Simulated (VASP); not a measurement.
**What spin-orbit coupling changes in Cu3Pt**

What does spin-orbit coupling change in Cu3Pt, and what does it cost? All runs use r2SCAN. Left out of this account: 1 further run (fields: a reference on another mesh). The start is a computed cell from the Materials Project.

Main program and level: VASP 6.6.1; r2SCAN; plane waves and PAW (Cu, Pt), in the first sound run; inputs show where later runs differ.

## (1) Set-up

The structure is cubic, space group Pm-3m (No. 221). The conventional cell has a = 3.683 Å, b = 3.683 Å, c = 3.683 Å, α = 90.00°, β = 90.00°, γ = 90.00°. Nearest to Cu lie 4 Pt at 2.60 Å and 8 Cu at 2.60 Å. Nearest to Pt lie 12 Cu at 2.60 Å. Farther neighbours are not listed.

## (2) Band structure (r2SCAN)

Levels along the symmetry lines show where the bands peak and cross; KPOINTS_OPT computes them in the converged potential. r2SCAN adds the kinetic-energy density, costs more than a GGA and is run with LASPH.

The input, INCAR:

```
SYSTEM = Cu3Pt
PREC = Accurate
ENCUT = 400
EDIFF = 1E-06
NELM = 100
ISMEAR = -1
SIGMA = 0.05
LREAL = .FALSE.
ALGO = Normal
METAGGA = R2SCAN
LASPH = .TRUE.
NBANDS = 35
LORBIT = 11
LWAVE = .FALSE.
LCHARG = .FALSE.
KPAR = 4
```

The input, POSCAR:

```
Cu3Pt
1.0
    3.6830918900      0.0000000000      0.0000000000
    0.0000000000      3.6830918900      0.0000000000
    0.0000000000      0.0000000000      3.6830918900
Cu Pt
3 1
Direct
    0.0000000000      0.5000000000      0.5000000000
    0.5000000000      0.5000000000      0.0000000000
    0.5000000000      0.0000000000      0.5000000000
    0.0000000000      0.0000000000      0.0000000000
```

The input, KPOINTS:

```
Automatic mesh
0
Gamma
7 7 7
0 0 0
```

The input, KPOINTS_OPT:

```
Line mode
16
Line-mode
Reciprocal
  0.00000000   0.00000000   0.00000000 GAMMA
  0.00000000   0.50000000   0.00000000 X

  0.00000000   0.50000000   0.00000000 X
  0.50000000   0.50000000   0.00000000 M

  0.50000000   0.50000000   0.00000000 M
  0.00000000   0.00000000   0.00000000 GAMMA

  0.00000000   0.00000000   0.00000000 GAMMA
  0.50000000   0.50000000   0.50000000 R

  0.50000000   0.50000000   0.50000000 R
  0.00000000   0.50000000   0.00000000 X

  0.50000000   0.50000000   0.00000000 M
  0.50000000   0.50000000   0.50000000 R
```

The projector-augmented-wave data sets are Cu and Pt (PBE family, release 64).

Run with:

```bash
> mpirun -np 4 vasp_std
```

What it wrote:

```text
[banner, memory and clock lines left out]
running    4 mpi-ranks, on    1 nodes
 distrk:  each k-point on    1 cores,    4 groups
 distr:  one band on    1 cores,    1 groups

 POSCAR found type information on POSCAR CuPt
 POSCAR found :  2 types and       4 ions
|                                                                             |
|               ----> ADVICE to this user running VASP <----                  |
|                                                                             |
|     You enforced a specific xc type in the INCAR file but a different       |
|     [... a line on the potential file left out ...]
|     I HOPE YOU KNOW WHAT YOU ARE DOING!                                     |
|                                                                             |

 LDA part: xc-table for (None), standard interpolation
 POSCAR, INCAR and KPOINTS ok, starting setup
 FFT: planning ... GRIDC
 FFT: planning ... GRID_SOFT
 FFT: planning ... GRID
 WAVECAR not read
 entering main loop
       N       E                     dE             d eps       ncg     rms          rms(c)
DAV:   1     0.254598150447E+03    0.25460E+03   -0.15807E+04  1552   0.168E+03
DAV:   2    -0.622574203474E+02   -0.31686E+03   -0.29417E+03  1409   0.337E+02
DAV:   3    -0.943862637439E+02   -0.32129E+02   -0.30446E+02  1536   0.129E+02
DAV:   4    -0.953165498539E+02   -0.93029E+00   -0.92747E+00  1740   0.270E+01
DAV:   5    -0.953450371855E+02   -0.28487E-01   -0.28483E-01  2110   0.349E+00    0.181E+01
DAV:   6    -0.873931062520E+02    0.79519E+01   -0.29432E+01  1633   0.136E+02    0.113E+01
DAV:   7    -0.846186662585E+02    0.27744E+01   -0.80043E+00  1824   0.776E+01    0.378E+00
DAV:   8    -0.846278717397E+02   -0.92055E-02   -0.33542E-01  1865   0.493E+00    0.220E+00
DAV:   9    -0.846277272080E+02    0.14453E-03   -0.10850E-01  1748   0.362E+00    0.848E-01
DAV:  10    -0.846156960205E+02    0.12031E-01   -0.25017E-02  1881   0.208E+00    0.241E-01
DAV:  11    -0.846160362546E+02   -0.34023E-03   -0.55137E-03  1834   0.173E+00    0.164E-01
DAV:  12    -0.846159184664E+02    0.11779E-03   -0.89686E-04  2205   0.637E-01    0.887E-02
DAV:  13    -0.846158134704E+02    0.10500E-03   -0.40458E-04  1847   0.209E-01    0.135E-02
DAV:  14    -0.846158257383E+02   -0.12268E-04   -0.37729E-05  1906   0.112E-01    0.124E-02
DAV:  15    -0.846158216968E+02    0.40415E-05   -0.57141E-06  1499   0.373E-02    0.324E-03
DAV:  16    -0.846158210404E+02    0.65641E-06   -0.40748E-07   846   0.797E-03
   1 F= -.84615821E+02 E0= -.84607196E+02  d E =-.172499E-01
 Start KPOINTS_OPT (optional k-point list driver)
k-point batch [1-20\96]
       N       E                     dE             ncg
DAV:   1     0.114123427455E+05   -0.67913E+02     1539
DAV:   2     0.523970671556E+04   -0.61726E+04     1403
DAV:   3     0.455424035477E+04   -0.68547E+03     1583
DAV:   4     0.453450027950E+04   -0.19740E+02     1664
DAV:   5     0.453381768713E+04   -0.68259E+00     2161
DAV:   6     0.453381216197E+04   -0.55252E-02     1756
DAV:   7     0.453381197508E+04   -0.18689E-03     2148
DAV:   8     0.453381197311E+04   -0.19705E-05     1215
DAV:   9     0.453381197283E+04   -0.28701E-06     1023
[...]
k-point batch [81-96\96]
       N       E                     dE             ncg
DAV:   1     0.129287313984E+05   -0.14552E+05     1235
DAV:   2     0.816967319452E+04   -0.47591E+04     1120
DAV:   3     0.769767100166E+04   -0.47200E+03     1288
DAV:   4     0.768421360381E+04   -0.13457E+02     1381
DAV:   5     0.768375376232E+04   -0.45984E+00     1757
DAV:   6     0.768374933329E+04   -0.44290E-02     1501
DAV:   7     0.768374925143E+04   -0.81859E-04     1741
DAV:   8     0.768374925070E+04   -0.73205E-06     1008
```

The job ended after 33 s (4 MPI ranks of AMD EPYC 9R45, shared host; peak memory 0.57 GiB).

The logs omit lines about the potential files and the build; timing stands in the text.

Parts of OUTCAR (step 2):

```text
ion  position               nearest neighbor table
   1  0.000  0.500  0.500-   2 2.60   3 2.60   4 2.60   2 2.60   4 2.60   3 2.60   4 2.60   4 2.60
                             2 2.60   3 2.60   2 2.60   3 2.60
   2  0.500  0.500  0.000-   1 2.60   3 2.60   4 2.60   1 2.60   3 2.60   3 2.60   4 2.60   3 2.60
                             1 2.60   4 2.60   1 2.60   4 2.60
   3  0.500  0.000  0.500-   1 2.60   2 2.60   4 2.60   2 2.60   4 2.60   1 2.60   2 2.60   2 2.60
                             1 2.60   4 2.60   4 2.60   1 2.60
   4  0.000  0.000  0.000-   1 2.60   2 2.60   3 2.60   1 2.60   3 2.60   1 2.60   2 2.60   1 2.60
                             2 2.60   3 2.60   3 2.60   2 2.60

  LATTYP: Found a simple cubic cell.
 ALAT       =     3.6830918900

 Subroutine GETGRP returns: Found 48 space group operations
 (whereof 48 operations were pure point group operations)

The static configuration has the point symmetry O_h .

 Found     20 irreducible k-points:

   k-points           NKPTS =     20   k-points in BZ     NKDIM =     20   number of bands    NBANDS=     35

   dimension x,y,z NGX =    24 NGY =   24 NGZ =   24
   dimension x,y,z NGXF=    48 NGYF=   48 NGZF=   48

   ENCUT  =  400.0 eV  29.40 Ry    5.42 a.u.   6.01  6.01  6.01*2*pi/ulx,y,z

   NELECT =      43.0000    total number of electrons

 k-points in reciprocal lattice and weights: Automatic mesh
   0.00000000  0.00000000  0.00000000       0.003
   0.14285714  0.00000000  0.00000000       0.017
   0.28571429  0.00000000  0.00000000       0.017
   0.42857143  0.00000000  0.00000000       0.017
   0.14285714  0.14285714  0.00000000       0.035
   0.28571429  0.14285714  0.00000000       0.070
   0.42857143  0.14285714  0.00000000       0.070
   0.28571429  0.28571429  0.00000000       0.035
   0.42857143  0.28571429  0.00000000       0.070
[...]
0.42857143  0.42857143  0.28571429       0.070
   0.42857143  0.42857143  0.42857143       0.023

 average (electrostatic) potential at core
       1 -68.0147       2 -68.0147       3 -68.0147       4 -70.5597

 E-fermi :   8.3293

 k-point     1 :       0.0000    0.0000    0.0000
  band No.  band energies     occupation
    ...
     17       7.5433      2.00000
     18       7.5433      2.00000
     19       8.1781      1.90727
     20       8.1781      1.90727
     21       8.1781      1.90727
     22      10.3144      0.00000
     23      10.3144      0.00000
     24      10.3144      0.00000
     25      15.8717      0.00000
     26      17.8925      0.00000
    ...

 k-point     2 :       0.1429    0.0000    0.0000
  band No.  band energies     occupation
    ...
     17       7.3724      2.00000
     18       7.4534      2.00000
     19       7.6530      2.00000
     20       7.6530      2.00000
     21       8.1683      1.92323
     22       9.1675      0.00000
     23      11.1870      0.00000
     24      11.1870      0.00000
     25      16.3925      0.00000
     26      17.6495      0.00000
    ...

 k-point     3 :       0.2857    0.0000    0.0000
  band No.  band energies     occupation
    ...
     18       7.0242      2.00000
     19       7.0242      2.00000
     20       7.2614      2.00000
     21       7.5347      2.00000
     22       8.1472      1.94893
     23      12.8382      0.00000
     24      12.8382      0.00000
     25      16.7630      0.00000
     26      17.1288      0.00000
     27      19.0523      0.00000
    ...

  Total        0.1562301      0.1562301      0.1562301      0.0000000      0.0000000     -0.0000000
  in kB        5.0099975      5.0099975      5.0099975      0.0000000      0.0000000     -0.0000000
  external PRESSURE =       5.0099975 kB  Pullay stress =       0.0000000 kB

  energy-cutoff  :      400.00
  volume of cell :       49.96
      direct lattice vectors                 reciprocal lattice vectors
     3.683091890  0.000000000  0.000000000     0.271511010  0.000000000  0.000000000
     0.000000000  3.683091890  0.000000000     0.000000000  0.271511010  0.000000000
     0.000000000  0.000000000  3.683091890     0.000000000  0.000000000  0.271511010

 POSITION                                       TOTAL-FORCE (eV/Angst)
 -----------------------------------------------------------------------------------
      0.00000      1.84155      1.84155         0.000000      0.000000      0.000000
      1.84155      1.84155      0.00000         0.000000      0.000000      0.000000
      1.84155      0.00000      1.84155         0.000000      0.000000      0.000000
      0.00000      0.00000      0.00000         0.000000      0.000000      0.000000
 -----------------------------------------------------------------------------------
    total drift:                                0.000000     -0.000000     -0.000000

  FREE ENERGIE OF THE ION-ELECTRON SYSTEM (eV)
  ---------------------------------------------------
  free  energy   TOTEN  =       -84.6158210404 eV

  energy  without entropy=      -84.5985711246  energy(sigma->0) =      -84.60719608

 total charge
# of ion       s       p       d       tot
------------------------------------------
    1        0.444   0.400   9.211  10.055
    2        0.444   0.400   9.211  10.055
    3        0.444   0.400   9.211  10.055
    4        0.696   0.560   8.177   9.433
--------------------------------------------------
tot          2.028   1.760  35.809  39.597

[... 3 further parts left out ...]
```

This run has no spin polarisation. Its electron count is odd, so without a moment it is a metal by construction. The k-mesh is coarse for a metal. Spin-orbit coupling is off here; with elements this heavy it splits and shifts levels by tenths of an eV or more. The PAW data sets were made with PBE, which is usual practice but a small mismatch for other functionals.

Numbers from this step:

* SCF cycles: 16
* electrons: 43
* bands: 35
* irreducible k-points: 20
* symmetry operations: 48
* free energy (TOTEN): -84.6158 eV
* energy at zero smearing: -84.6072 eV
* Fermi energy: 8.329 eV
* pressure: 0.5010 GPa
* metallic: yes

Electronic bands along the path, in eV, zero at the Fermi level; # counts the bands kept:

```csv
point,#19,#20,#21,#22,#23,#24,#25,#26
Γ,-0.15,-0.15,-0.15,1.99,1.99,1.99,7.54,9.56
0.47 of the way,-1.10,-1.00,-0.29,-0.17,3.86,3.86,8.32,9.00
X,-1.61,-1.34,-1.23,-0.20,7.02,7.02,8.03,8.03
0.47 of the way,-1.46,-1.02,-0.96,-0.83,3.65,4.20,8.43,8.56
M,-1.64,-1.64,-0.09,-0.09,0.84,1.88,9.58,10.89
0.47 of the way,-1.28,-1.15,-0.89,0.80,1.55,5.92,6.41,9.11
Γ,-0.15,-0.15,-0.15,1.99,1.99,1.99,7.54,9.56
0.53 of the way,-1.45,-0.85,-0.85,2.06,2.06,2.13,6.96,7.90
R,-0.86,-0.58,-0.58,-0.40,-0.40,-0.40,3.96,5.90
0.53 of the way,-1.14,-1.09,-1.02,-0.73,3.39,3.87,5.24,6.07
X,-1.61,-1.34,-1.23,-0.20,7.02,7.02,8.03,8.03
jump to M,-1.64,-1.64,-0.09,-0.09,0.84,1.88,9.58,10.89
0.47 of the way,-1.25,-1.09,-0.13,-0.13,0.78,1.23,7.07,7.10
R,-0.86,-0.58,-0.58,-0.40,-0.40,-0.40,3.96,5.90
```

Of the projections kept (Cu, Pt), the largest for each band there; the rest of the weight can lie on other orbitals:

```csv
point,#19,#20,#21,#22,#23,#24,#25,#26
Γ,Cu 0.51,Cu 0.51,Cu 0.51,Cu 0.71,Cu 0.71,Cu 0.71,Cu 0.60,Cu 0.70
X,Pt 0.69,Cu 1.00,Cu 0.68,Cu 0.53,Cu 0.63,Cu 0.63,Cu 0.76,Cu 0.76
M,Cu 0.64,Cu 0.64,Cu 0.92,Cu 0.92,Cu 0.50,Cu 0.50,Cu 1.00,Cu 0.85
Γ,Cu 0.51,Cu 0.51,Cu 0.51,Cu 0.71,Cu 0.71,Cu 0.71,Cu 0.60,Cu 0.70
R,Cu 1.00,Pt 0.51,Pt 0.51,Cu 0.57,Cu 0.57,Cu 0.57,Pt 0.54,Cu 0.66
X,Pt 0.69,Cu 1.00,Cu 0.68,Cu 0.53,Cu 0.63,Cu 0.63,Cu 0.76,Cu 0.76
```

There is no gap at this level.

[end of part 1 of 4]

[Lines on the potential files, build, host, timing and source positions are cut from VASP's logs without a mark.]

[Logs are printed without paths, hosts, clocks, repeated set-up lines and the standing remarks that a program may print on its own settings, such as how far it seeks lower states.]

[Hosts, paths, dates, database ids (printed as entryN), source tags and the programs' standing remarks are cut or masked in the printed files.]

[A measured line is paired with the nearest computed mode of its activity, which favours agreement.]
